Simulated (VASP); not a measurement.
```yaml
crystal:
  lattice:
    - [0.00000, 2.56318, 2.56318]
    - [2.56318, 0.00000, 2.56318]
    - [2.56318, 2.56318, 0.00000]
  atoms:
    - { symbol: Mg, position: [0.00000, 0.00000, 0.00000] }
    - { symbol: S, position: [0.50000, 0.50000, 0.50000] }
```

Computed with PBEsol GGA, VASP's PBE PAW potentials (set 64) (plane waves; VASP). Settings: 480 eV cut-off, 8×8×8 Γ-centred mesh, Gaussian smearing of 0.050 eV, potentials Mg S.

Question: Give the stress tensor in GPa (positive for a compressed cell).

Answer: 
```
2.50  0.00  0.00
0.00  2.50  0.00
0.00  0.00  2.50
```
The pressure is its mean diagonal, 2.50 GPa.

The compound is MgS in the rock salt structure. This cell was strained or had an atom moved on purpose.
